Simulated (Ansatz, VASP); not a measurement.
## Two plane-wave programs on Sc4GeSe

INCAR

```
PREC = Accurate
ENCUT = 520
EDIFF = 1E-6
ISMEAR = 0
SIGMA = 0.1
LREAL = False
LASPH = True
NELM = 80
ALGO = Normal
ISIF = 2
LWAVE = False
LCHARG = False
GGA = PE
NBANDS = 41
```

The input KPOINTS:

```
Automatic mesh
0
Gamma
  4 4 4
```

Contents of POSCAR:

```
Sc4GeSe
1.0
   -3.4215609000      3.4215609000      2.7351309000
    3.4215609000     -3.4215609000      2.7351309000
    3.4215609000      3.4215609000     -2.7351309000
Sc Ge Se
4 1 1
Direct
    0.4101766300      0.9101766300      0.8203532700
    0.0898233700      0.5898233700      0.1796467300
    0.5898233700      0.4101766300      0.5000000000
    0.9101766300      0.0898233700      0.5000000000
    0.5000000000      0.5000000000      0.0000000000
    0.0000000000      0.0000000000      0.0000000000
```

Input for Ansatz:

```yaml
crystal:
  lattice:
    - [-3.4215609, 3.4215609, 2.7351309]
    - [3.4215609, -3.4215609, 2.7351309]
    - [3.4215609, 3.4215609, -2.7351309]
  atoms:
    - { symbol: Sc, position: [0.41017663, 0.91017663, 0.82035327] }
    - { symbol: Sc, position: [0.08982337, 0.58982337, 0.17964673] }
    - { symbol: Sc, position: [0.58982337, 0.41017663, 0.5] }
    - { symbol: Sc, position: [0.91017663, 0.08982337, 0.5] }
    - { symbol: Ge, position: [0.5, 0.5, 0.0] }
    - { symbol: Se, position: [0.0, 0.0, 0.0] }
basis:
  ecutwfc: 420
kpoints:
  mp_grid: { grid: [4, 4, 4] }
hamiltonian:
  xc: pbe
scf:
  occupations: { method: gaussian, width: 0.1 }
  lower_state_search: "off"
output:
  forces: true
  stress: true
  eigenvalues: true
```

Change from the starting cell: species swapped into the Ta4CoNi type (I422, No. 97).

Alike in both runs: task single point; functional PBE; k mesh 4 × 4 × 4; occupations gaussian, width 0.1 eV; no spin polarisation.

|  | VASP | Ansatz |
| --- | --- | --- |
| version | VASP 6.6.1 | Ansatz 0.2.0 |
| potentials or method | VASP PAW PBE potentials, release 64 (Sc_sv, Ge_d, Se) | scalar-relativistic, plane waves, PAW |
| plane-wave cutoff (eV) | 520 | 420 |
| valence electrons in the cell | 64 | 74 |

```tsv
	VASP	Ansatz	Ansatz less VASP
gap on the k mesh at the Fermi level (eV)	none	none	-
pressure (GPa)	-1.7	-1.8	-0.11
largest component of the traceless stress (GPa)	2.67	2.68	+0.008
rms of the force components (eV/Å)	0.004	0.007	+0.0027
```

Atom by atom the forces differ by 0.003 eV/Å (rms over components). A gap of «none» marks a metal or a gap that the smearing closes. With one functional, cell and mesh, what is left measures potentials, basis and numerics. The two sets of potentials don't hold the same shells in valence.

Caveats: the k mesh is coarse (spacing up to 0.37 Å⁻¹), so the values aren't converged.
